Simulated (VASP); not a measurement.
# Bismuth: the relaxed cell at several levels of theory, part 2 of 2

Aim: relax Bismuth at several levels of theory and compare the cells. The starting structure is a measured crystal structure from the Crystallography Open Database. The first relaxation on each setting starts from this cell expanded by 3 % in volume.

VASP 6.6.1.

Results so far: PBEsol 34.42 Å³ an atom; LDA 33.57 Å³ an atom; PBE 36.87 Å³ an atom.

### Step 5. Relaxation with PBEsol + D3(BJ)

Level of this step: PBEsol with D3(BJ); plane waves and PAW (Bi_d) (VASP).

D3 with Becke-Johnson damping keeps a finite attraction at short range. This run starts from the cell of an earlier relaxation, which isn't shown; the restart sets up the plane waves anew.

File INCAR:

```
SYSTEM = Bi
PREC = Accurate
ENCUT = 450
EDIFF = 1E-06
NELM = 100
ISMEAR = 1
SIGMA = 0.15
LREAL = .FALSE.
ALGO = Normal
GGA = PS
IVDW = 12
NBANDS = 21
LORBIT = 11
LWAVE = .FALSE.
LCHARG = .FALSE.
KPAR = 4
IBRION = 2
NSW = 50
ISIF = 3
EDIFFG = -0.006
```

File POSCAR:

```
Bi
1.0
    2.2365899439      1.2912958062      3.7604045643
   -2.2365899439      1.2912958062      3.7604045643
    0.0000000000     -2.5825916124      3.7604045643
Bi
2
Direct
    0.7606107838      0.7606107838      0.7606107838
    0.2393892162      0.2393892162      0.2393892162
```

File KPOINTS:

```
Automatic mesh
0
Gamma
12 12 12
0 0 0
```

The projector-augmented-wave data sets are Bi_d (PBE family, release 64).

Command:

```
mpirun -np 4 vasp_std
```

Log:

```text
[banner, memory and clock lines left out]
running    4 mpi-ranks, on    1 nodes
[...]
[... a notice as in an earlier step ...]

 LDA part: xc-table for (Slater+PW92), standard interpolation
 POSCAR, INCAR and KPOINTS ok, starting setup
[...]
entering main loop
       N       E                     dE             d eps       ncg     rms          rms(c)
DAV:   1     0.292136549561E+03    0.29214E+03   -0.15254E+04  7961   0.161E+03
DAV:   2     0.155104022999E+02   -0.27663E+03   -0.27036E+03  7998   0.426E+02
DAV:   3    -0.776944557715E+01   -0.23280E+02   -0.22987E+02  9466   0.142E+02
DAV:   4    -0.856044962824E+01   -0.79100E+00   -0.79056E+00  9543   0.288E+01
[...]
DAV:   8    -0.857789515463E+01    0.68284E-04   -0.13083E-03  9191   0.458E-01    0.151E-02
DAV:   9    -0.857789883828E+01   -0.36837E-05   -0.57300E-05 11804   0.738E-02    0.707E-03
DAV:  10    -0.857789832084E+01    0.51744E-06   -0.24048E-06  7952   0.112E-02
   1 F= -.95779411E+01 E0= -.95781386E+01  d E =-.957794E+01
[...]
DAV:   3    -0.857969252663E+01    0.18491E-03   -0.79924E-04 10632   0.395E-01    0.917E-03
DAV:   4    -0.857969109009E+01    0.14365E-05   -0.27027E-05  8708   0.517E-02    0.389E-03
DAV:   5    -0.857968988940E+01    0.12007E-05   -0.56372E-06 10655   0.277E-02    0.298E-03
DAV:   6    -0.857968983061E+01    0.58794E-07   -0.56360E-07  4529   0.125E-02
   2 F= -.95779448E+01 E0= -.95781427E+01  d E =-.373948E-05
 trial-energy change:   -0.000004  1 .order   -0.000007   -0.000049    0.000034
 step:   0.5899(harm=  0.5899)  dis= 0.00011  next Energy=    -9.577956 (dE=-0.144E-04)
[...]
N       E                     dE             d eps       ncg     rms          rms(c)
DAV:   1    -0.857915827118E+01    0.53162E-03   -0.53626E-03  9233   0.110E+00    0.727E-02
DAV:   2    -0.857899380243E+01    0.16447E-03   -0.32220E-04  9093   0.273E-01    0.299E-02
DAV:   3    -0.857896337575E+01    0.30427E-04   -0.13444E-04 10582   0.162E-01    0.374E-03
DAV:   4    -0.857896449911E+01   -0.11234E-05   -0.45147E-06  8262   0.212E-02    0.158E-03
DAV:   5    -0.857896539480E+01   -0.89568E-06   -0.73691E-07  4279   0.115E-02
   3 F= -.95779530E+01 E0= -.95781507E+01  d E =-.118934E-04
[...]
reached required accuracy - stopping structural energy minimisation
```

It took 2.4 min on 4 MPI ranks of AMD EPYC 7R43, shared host; peak memory 1.1 GiB; 9.4 min of CPU time.

OUTCAR, selected parts (step 5):

```text
 Edisp (eV)   -0.99826

 Edisp (eV)   -0.99899

  Total      -0.00840    -0.00840     0.00535     0.00000     0.00000     0.00000
  in kB      -0.20626    -0.20626     0.13128     0.00000     0.00000     0.00000
  external pressure =       -0.09 kB  Pullay stress =        0.00 kB

 POSITION                                       TOTAL-FORCE (eV/Angst)
 -----------------------------------------------------------------------------------
      0.00000      0.00000      8.58477         0.000000      0.000000     -0.000325
      0.00000      0.00000      2.70205         0.000000      0.000000      0.000325
 -----------------------------------------------------------------------------------
    total drift:                               -0.000000      0.000000     -0.000000

  FREE ENERGIE OF THE ION-ELECTRON SYSTEM (eV)
  ---------------------------------------------------
  free  energy   TOTEN  =        -9.5779529889 eV

  energy  without entropy=       -9.5785461412  energy(sigma->0) =       -9.57815071

[... 2 parts as in an earlier step ...]

[... 2 further parts left out ...]
[key lines of the parts left out:]
E-fermi :   7.0657
```

With PBEsol + D3(BJ) the relaxed cell holds 32.615 Å³ an atom, -7.82 % against the measured cell, with a = 4.474 Å and c = 11.287 Å. That is -5.24 % from PBEsol.

### Step 6. Relaxation with r2SCAN

r2SCAN adds the kinetic-energy density, costs more than a GGA and is run with LASPH. This run starts from the cell of an earlier relaxation, which isn't shown and was stopped at its time limit.

Edit INCAR of step 5 so:

```diff
@@ -9,4 +9,4 @@
 ALGO = Normal
-GGA = PS
-IVDW = 12
+METAGGA = R2SCAN
+LASPH = .TRUE.
 NBANDS = 21
```

File POSCAR:

```
Bi
1.0
    2.2795603652      1.3161047905      3.9949408024
   -2.2795603652      1.3161047905      3.9949408024
    0.0000000000     -2.6322095809      3.9949408024
Bi
2
Direct
    0.7665053014      0.7665053014      0.7665053014
    0.2334946986      0.2334946986      0.2334946986
```

KPOINTS is that of step 5.

Command:

```
mpirun -np 4 vasp_std
```

Log:

```text
[banner, memory and clock lines left out]
running    4 mpi-ranks, on    1 nodes
[...]
[... a notice as in an earlier step ...]

 LDA part: xc-table for (None), standard interpolation
 POSCAR, INCAR and KPOINTS ok, starting setup
[...]
entering main loop
       N       E                     dE             d eps       ncg     rms          rms(c)
DAV:   1     0.184611091851E+03    0.18461E+03   -0.15620E+04  7948   0.160E+03
DAV:   2    -0.987591501470E+02   -0.28337E+03   -0.27724E+03  8053   0.428E+02
DAV:   3    -0.122971292528E+03   -0.24212E+02   -0.23938E+02  9418   0.146E+02
DAV:   4    -0.123861555632E+03   -0.89026E+00   -0.88960E+00 10098   0.307E+01
[...]
DAV:  11    -0.116998609549E+03    0.37552E-05   -0.61241E-05  9718   0.841E-02    0.137E-02
DAV:  12    -0.116998607144E+03    0.24054E-05   -0.24286E-05 10057   0.540E-02    0.278E-03
DAV:  13    -0.116998607640E+03   -0.49632E-06   -0.16795E-06  6553   0.148E-02
   1 F= -.11699861E+03 E0= -.11699872E+03  d E =-.116999E+03
[...]
hard stop encountered!  aborting job ...
|                                                                             |
|           W    W    AA    RRRRR   N    N  II  N    N   GGGG   !!!           |
|           W    W   A  A   R    R  NN   N  II  NN   N  G    G  !!!           |
|           W    W  A    A  R    R  N N  N  II  N N  N  G       !!!           |
|           W WW W  AAAAAA  RRRRR   N  N N  II  N  N N  G  GGG   !            |
|           WW  WW  A    A  R   R   N   NN  II  N   NN  G    G                |
|           W    W  A    A  R    R  N    N  II  N    N   GGGG   !!!           |
|                                                                             |
|     The electronic self-consistency was not achieved in the given           |
|     number of steps (NELM). The forces and other quantities evaluated       |
|     might not be reliable so examine the results carefully. If you find     |
|     spurious results, we suggest increasing NELM, if you were close to      |
|     convergence or switching to a different ALGO or adjusting the           |
|     density mixing parameters otherwise.                                    |
|                                                                             |

 soft stop encountered!  aborting job ...
```

Run time: 26 min. Hardware: 4 MPI ranks.

The run was stopped at its time limit, after 3 ionic steps.

### Step 7. The runs compared

| level | ended | volume (Å³/atom) | against the measured cell (%) | a (Å) | c (Å) | pressure left (GPa) | core minutes |
| --- | --- | --- | --- | --- | --- | --- | --- |
| PBEsol | converged | 34.419 | -2.72 | 4.5251 | 11.6455 | 0.02 | 70.6 |
| LDA | converged | 33.574 | -5.11 | 4.4986 | 11.4939 | -0.02 | 63.7 |
| PBE | converged | 36.869 | 4.2 | 4.5824 | 12.1645 | 0.0 | 45.9 |
| PBEsol + D3(BJ) | converged | 32.615 | -7.82 | 4.4744 | 11.2868 | -0.01 | 85.5 |
| r2SCAN | cut off by time | - | - | - | - | - | 208.0 |

Core minutes are wall time times ranks, summed over the relaxations behind a row (those for a bulk modulus apart), on shared hosts.

### Step 8. What came out

| Quantity | Value |
| --- | --- |
| volume, PBEsol | 34.42 Å³/atom |
| volume, LDA | 33.57 Å³/atom |
| volume, PBE | 36.87 Å³/atom |
| volume, PBEsol + D3(BJ) | 32.62 Å³/atom |

What this shows: Across 4 levels the volume of Bismuth spans 13.0 %, from 32.62 Å³ an atom (PBEsol + D3(BJ)) to 36.87 Å³ (PBE). Against the measured volume of the starting structure, PBEsol comes nearest (-2.7 %) and PBEsol + D3(BJ) lies farthest (-7.8 %). The measured cell holds zero-point expansion and, unless it was taken cold, thermal expansion, which the runs lack, so small differences decide nothing. Adding D3(BJ) to PBEsol changes the volume by -5.2 %. Spin-orbit coupling is left out of all runs, which can matter with elements this heavy. All runs keep the symmetry of the start, so they can't find a distortion of lower symmetry. No result to use came from r2SCAN. Further runs on this material are not shown.

[Lines on the potential files, build, host, timing and source positions are cut from VASP's logs without a mark.]

[Logs are printed without paths, hosts, clocks, repeated set-up lines and the standing remarks that a program may print on its own settings, such as how far it seeks lower states.]

[Hosts, paths, dates, database ids (printed as entryN), source tags and the programs' standing remarks are cut or masked in the printed files.]
